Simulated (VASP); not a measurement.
Given:

```
KF
1.0
    0.00000     2.67782     2.67782
    2.67782     0.00000     2.67782
    2.67782     2.67782     0.00000
K F
1 1
Direct
  0.00000   0.00000   0.00000
  0.50000   0.50000   0.50000
```

Method: MS2 meta-GGA, VASP's PBE PAW potentials (set 64) (plane waves; VASP). Numerical set-up: 520 eV cut-off, 9×9×9 Γ-centred mesh, Gaussian smearing of 0.050 eV, potentials K_sv F.

Give the energy at these volumes per atom, relative to the lowest: 17.99, 18.57, 19.14, 19.72, 20.29 Å³.

9.0, 2.3, 0.0, 1.3, 5.7 meV/atom. A third-order Birch-Murnaghan fit gives B0 = 33.1 GPa and B0′ = 5.2.

The compound is KF in the rock salt structure. It was relaxed first.
